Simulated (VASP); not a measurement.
BN (zinc blende):

```
CELL_PARAMETERS angstrom
      0.00000     1.80750     1.80750
      1.80750     0.00000     1.80750
      1.80750     1.80750     0.00000
ATOMIC_POSITIONS crystal
  B  0.00000 0.00000 0.00000
  N  0.25000 0.25000 0.25000
```

The lowest empty band near X, direction across the valley's axis, from mBJ (TB09) with spin-orbit coupling in VASP (PAW); its two spin partners are averaged. The gap over the points computed is 5.79 eV, and the next band on that side lies 4.36 eV away at the edge.

Settings: 520 eV cut-off, 14×14×14 Γ-centred mesh, Gaussian smearing of 0.050 eV, potentials B N.

```csv
distance from the edge in k (1/Å),distance in energy (meV)
0.018,4.0
0.025,7.6
0.035,15.0
0.050,30.5
0.070,59.4
```

Question: Fit E(1 + αE) = ħ²k²/2m* (ħ²/2m0 = 3.810 eV Å²) and predict the row at 0.095 1/Å.

Answer: The rows don't resolve α, so a parabola serves: the electron mass is m* = 0.314 m0, and so 109.6 meV. The run gave 109.1 meV, -0.5 meV from the fit.

Left out are points under 3 meV from the edge, since the levels carry 0.1 meV, and points farther than half the way to the next band.

The compound is BN in the zinc blende structure. The cell was not relaxed at this level.
